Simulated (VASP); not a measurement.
Energy against volume of Pt (fcc). Computed with r2SCAN meta-GGA, VASP's PBE PAW potentials (set 64) (plane waves; VASP). Run with 520 eV cut-off, 16×16×16 Γ-centred mesh, first-order Methfessel-Paxton smearing of 0.10 eV, potentials Pt.

| V (Å³/atom) | E (eV/atom) |
|---|---|
| 14.400 | -51.44300 |
| 14.860 | -51.48452 |
| 15.320 | -51.49729 |
| 15.779 | -51.48634 |

Task: Fit these four points and predict the energy of the run at 16.239 Å³/atom.

Result: A cubic in V^(−2/3), the third-order Birch-Murnaghan form, passes through the four points with V0 = 15.32 Å³/atom and B0 = 275 GPa, and gives -51.4558 eV/atom there. The run gave -51.4560 eV/atom, -0.2 meV/atom from the fit; all five points give B0 = 274 GPa.

The compound is Pt in the fcc structure. It was relaxed first.
